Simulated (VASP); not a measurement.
These are r2SCAN meta-GGA, VASP's PBE PAW potentials (set 64) (plane waves; VASP) values and carry that method's errors.

VASP ran on this input.

### INCAR
```
SYSTEM  =  ScSi
PREC  =  Accurate; ENCUT  =  400; LREAL  =  .False.
LASPH  =  .True.
EDIFF  =  1E-6; NELM  =  100; ALGO  =  Normal
LMAXMIX  =  4; LMIXTAU  =  .True.
ISMEAR  =  1; SIGMA  =  0.1
METAGGA  =  R2SCAN
IBRION  =  2; NSW  =  60; ISIF  =  3
EDIFFG  =  -0.01
LWAVE  =  .False.; LCHARG  =  .False.
```

POSCAR:
```
ScSi
1
    3.6530000000     0.0000000000     0.0000000000
    0.0000000000     3.6530000000     0.0000000000
    0.0000000000     0.0000000000     3.6530000000
Sc Si
1 1
Direct
  0.0000000000   0.0000000000   0.0000000000
  0.5000000000   0.5000000000   0.5000000000
```

**KPOINTS**
```
Automatic mesh
0
Gamma
9 9 9
0 0 0
```

POTCAR, in this order: Sc_sv Si (PBE.64 set). Program: vasp_std.

The resulting files:

OSZICAR:
```
...
DAV:   5    -0.208684697716E+02    0.85024E-01   -0.78390E-01  1182   0.598E+00    0.108E+00
DAV:   6    -0.208622304914E+02    0.62393E-02   -0.20636E-02  1110   0.120E+00    0.893E-01
DAV:   7    -0.208525328151E+02    0.96977E-02   -0.16446E-02  1265   0.112E+00    0.389E-01
DAV:   8    -0.208521467857E+02    0.38603E-03   -0.34155E-02  1271   0.182E+00    0.230E-01
DAV:   9    -0.208519242994E+02    0.22249E-03   -0.60441E-03  1282   0.996E-01    0.101E-01
DAV:  10    -0.208518655101E+02    0.58789E-04   -0.48797E-04  1075   0.394E-01    0.224E-02
DAV:  11    -0.208518575758E+02    0.79343E-05   -0.90085E-05  1054   0.171E-01    0.252E-02
DAV:  12    -0.208518524634E+02    0.51124E-05   -0.27272E-05  1117   0.907E-02    0.165E-02
DAV:  13    -0.208518529890E+02   -0.52566E-06   -0.14533E-05  1323   0.333E-02    0.564E-03
DAV:  14    -0.208518525630E+02    0.42606E-06   -0.68483E-07   460   0.106E-02
   2 F= -.20851853E+02 E0= -.20850249E+02  d E =-.629723E+00
       N       E                     dE             d eps       ncg     rms          rms(c)
DAV:   1    -0.211764547924E+02   -0.32460E+00   -0.88952E+00   926   0.528E+01    0.420E+00
DAV:   2    -0.209090411098E+02    0.26741E+00   -0.12886E+00  1203   0.196E+01    0.977E-01
DAV:   3    -0.208878057052E+02    0.21235E-01   -0.44883E-02  1284   0.196E+00    0.572E-01
DAV:   4    -0.208798738338E+02    0.79319E-02   -0.22024E-02  1134   0.152E+00    0.190E-01
DAV:   5    -0.208786823732E+02    0.11915E-02   -0.60874E-03  1336   0.959E-01    0.126E-01
DAV:   6    -0.208778761666E+02    0.80621E-03   -0.83352E-03  1192   0.903E-01    0.759E-02
DAV:   7    -0.208802608290E+02   -0.23847E-02   -0.19629E-03   931   0.493E-01    0.220E-02
DAV:   8    -0.208802838540E+02   -0.23025E-04   -0.13609E-04  1258   0.144E-01    0.114E-02
DAV:   9    -0.208802837521E+02    0.10182E-06   -0.12401E-06   659   0.136E-02
   3 F= -.20880284E+02 E0= -.20878968E+02  d E =-.658154E+00
       N       E                     dE             d eps       ncg     rms          rms(c)
DAV:   1    -0.208840178523E+02   -0.37340E-02   -0.11373E-01   909   0.594E+00    0.461E-01
DAV:   2    -0.208805185398E+02    0.34993E-02   -0.12562E-02  1188   0.198E+00    0.113E-01
DAV:   3    -0.208802919264E+02    0.22661E-03   -0.28493E-04   863   0.162E-01    0.617E-02
DAV:   4    -0.208801950784E+02    0.96848E-04   -0.26165E-04  1094   0.190E-01    0.234E-02
DAV:   5    -0.208801828318E+02    0.12247E-04   -0.48994E-05  1334   0.777E-02    0.121E-02
DAV:   6    -0.208801858222E+02   -0.29904E-05   -0.44134E-05   929   0.741E-02    0.507E-03
DAV:   7    -0.208801954705E+02   -0.96484E-05   -0.13731E-05   976   0.492E-02    0.239E-03
DAV:   8    -0.208801955163E+02   -0.45824E-07   -0.62487E-07   409   0.121E-02
   4 F= -.20880196E+02 E0= -.20878918E+02  d E =-.658066E+00
       N       E                     dE             d eps       ncg     rms          rms(c)
DAV:   1    -0.208802018420E+02   -0.63715E-05   -0.22357E-05  1092   0.785E-02    0.595E-03
DAV:   2    -0.208802013047E+02    0.53728E-06   -0.29210E-06  1038   0.294E-02
   5 F= -.20880201E+02 E0= -.20878923E+02  d E =-.578839E-05
       N       E                     dE             d eps       ncg     rms          rms(c)
DAV:   1    -0.208802232486E+02   -0.21407E-04   -0.17821E-04   893   0.236E-01    0.185E-02
DAV:   2    -0.208802174280E+02    0.58205E-05   -0.18926E-05  1196   0.779E-02    0.490E-03
DAV:   3    -0.208802171549E+02    0.27318E-06   -0.43108E-07   394   0.705E-03
   6 F= -.20880217E+02 E0= -.20878937E+02  d E =-.216385E-04
       N       E                     dE             d eps       ncg     rms          rms(c)
DAV:   1    -0.208802173488E+02    0.79268E-07   -0.43067E-07   394   0.685E-03    0.802E-04
DAV:   2    -0.208802175166E+02   -0.16782E-06   -0.10247E-07   394   0.540E-03
   7 F= -.20880218E+02 E0= -.20878938E+02  d E =-.361730E-06
       N       E                     dE             d eps       ncg     rms          rms(c)
DAV:   1    -0.208802179804E+02   -0.63163E-06   -0.65863E-08   394   0.497E-03    0.394E-04
DAV:   2    -0.208802180438E+02   -0.63425E-07   -0.21375E-08   394   0.270E-03
   8 F= -.20880218E+02 E0= -.20878938E+02  d E =-.888973E-06
       N       E                     dE             d eps       ncg     rms          rms(c)
DAV:   1    -0.208802188417E+02   -0.86131E-06   -0.37599E-07   394   0.117E-02    0.916E-04
DAV:   2    -0.208802188535E+02   -0.11761E-07   -0.30317E-08   394   0.386E-03
   9 F= -.20880219E+02 E0= -.20878939E+02  d E =-.169862E-05
       N       E                     dE             d eps       ncg     rms          rms(c)
DAV:   1    -0.208802204318E+02   -0.15901E-05   -0.15850E-06   406   0.233E-02    0.191E-03
DAV:   2    -0.208802203987E+02    0.33049E-07   -0.15442E-07   400   0.836E-03
  10 F= -.20880220E+02 E0= -.20878940E+02  d E =-.324386E-05
       N       E                     dE             d eps       ncg     rms          rms(c)
DAV:   1    -0.208802236878E+02   -0.32560E-05   -0.72677E-06   948   0.473E-02    0.384E-03
DAV:   2    -0.208802233938E+02    0.29400E-06   -0.60949E-07   394   0.159E-02
  11 F= -.20880223E+02 E0= -.20878943E+02  d E =-.623890E-05
       N       E                     dE             d eps       ncg     rms          rms(c)
DAV:   1    -0.208802302699E+02   -0.65821E-05   -0.26770E-05   776   0.935E-02    0.741E-03
DAV:   2    -0.208802293387E+02    0.93116E-06   -0.26784E-06   963   0.301E-02
  12 F= -.20880229E+02 E0= -.20878948E+02  d E =-.121839E-04
       N       E                     dE             d eps       ncg     rms          rms(c)
DAV:   1    -0.208802447981E+02   -0.14528E-04   -0.11365E-04   869   0.189E-01    0.153E-02
DAV:   2    -0.208802408581E+02    0.39401E-05   -0.12617E-05  1184   0.634E-02    0.413E-03
DAV:   3    -0.208802406712E+02    0.18688E-06   -0.30966E-07   394   0.607E-03
  13 F= -.20880241E+02 E0= -.20878958E+02  d E =-.235163E-04
       N       E                     dE             d eps       ncg     rms          rms(c)
DAV:   1    -0.208802769974E+02   -0.36139E-04   -0.46046E-04   917   0.379E-01    0.296E-02
DAV:   2    -0.208802623437E+02    0.14654E-04   -0.51344E-05  1202   0.126E-01    0.727E-03
DAV:   3    -0.208802615273E+02    0.81635E-06   -0.10462E-06   489   0.109E-02
  14 F= -.20880262E+02 E0= -.20878977E+02  d E =-.443725E-04
       N       E                     dE             d eps       ncg     rms          rms(c)
DAV:   1    -0.208803572691E+02   -0.94925E-04   -0.18479E-03   920   0.758E-01    0.591E-02
DAV:   2    -0.208802987546E+02    0.58515E-04   -0.20485E-04  1199   0.252E-01    0.145E-02
DAV:   3    -0.208802954007E+02    0.33539E-05   -0.44000E-06   824   0.214E-02    0.784E-03
DAV:   4    -0.208802946269E+02    0.77377E-06   -0.46313E-06   914   0.266E-02
  15 F= -.20880295E+02 E0= -.20879006E+02  d E =-.774720E-04
       N       E                     dE             d eps       ncg     rms          rms(c)
DAV:   1    -0.208805708240E+02   -0.27542E-03   -0.75476E-03   866   0.153E+00    0.117E-01
DAV:   2    -0.208803438510E+02    0.22697E-03   -0.76317E-04  1196   0.496E-01    0.293E-02
DAV:   3    -0.208803320500E+02    0.11801E-04   -0.16557E-05   904   0.430E-02    0.155E-02
DAV:   4    -0.208803264292E+02    0.56208E-05   -0.20854E-05  1134   0.554E-02    0.686E-03
DAV:   5    -0.208803283499E+02   -0.19206E-05   -0.26937E-06   783   0.182E-02    0.433E-03
DAV:   6    -0.208803293996E+02   -0.10498E-05   -0.13791E-06   459   0.177E-02    0.160E-03
DAV:   7    -0.208803299055E+02   -0.50591E-06   -0.71878E-07   403   0.162E-02
  16 F= -.20880330E+02 E0= -.20879030E+02  d E =-.112751E-03
```

**OUTCAR**
```
------------------------ aborting loop because EDIFF is reached ----------------------------------------
  FORCE on cell =-STRESS in cart. coord.  units (eV):
  Direction    XX          YY          ZZ          XY          YZ          ZX
  --------------------------------------------------------------------------------------
  Total       -0.0079953     -0.0079953     -0.0079953      0.0000000     -0.0000000      0.0000000
  in kB       -0.3471986     -0.3471986     -0.3471986      0.0000000     -0.0000000      0.0000000
  external PRESSURE =      -0.3471986 kB  Pullay stress =       0.0000000 kB
  volume of cell :       36.89
      direct lattice vectors                 reciprocal lattice vectors
     3.329060185 -0.000000000  0.000000000     0.300385077 -0.000000000  0.000000000
     0.000000000  3.329060185 -0.000000000     0.000000000  0.300385077  0.000000000
    -0.000000000 -0.000000000  3.329060185    -0.000000000  0.000000000  0.300385077
 POSITION                                       TOTAL-FORCE (eV/Angst)
 -----------------------------------------------------------------------------------
      0.00000      0.00000     -0.00000        -0.000000     -0.000000      0.000000
      1.66453      1.66453      1.66453         0.000000      0.000000      0.000000
 -----------------------------------------------------------------------------------
    total drift:                               -0.000000      0.000000      0.000000
  FREE ENERGIE OF THE ION-ELECTRON SYSTEM (eV)
  ---------------------------------------------------
  free  energy   TOTEN  =       -20.8803299055 eV

  energy  without entropy=      -20.8764315933  energy(sigma->0) =      -20.87903047

 reached required accuracy - stopping structural energy minimisation
```
(Selected blocks of OUTCAR.)

CONTCAR:
```
ScSi
   1.00000000000000
     3.3290601846404946   -0.0000000000000000    0.0000000000000000
     0.0000000000000000    3.3290601846404946   -0.0000000000000000
    -0.0000000000000000   -0.0000000000000000    3.3290601846404946
  Sc              Si
     1     1
Direct
     0.0000000000000000    0.0000000000000000    0.0000000000000000
     0.5000000000000000    0.5000000000000000    0.5000000000000000
```

Energy and stress use the plane-wave basis of the starting cell.

The structure was generated: ScSi was put into the CsCl type type (Pm-3m), which need not be its known phase. This run relaxes it. Symmetry was kept, so distortions that lower it aren't found. The electron count is odd and the run is not spin-polarised, which forces a metal.
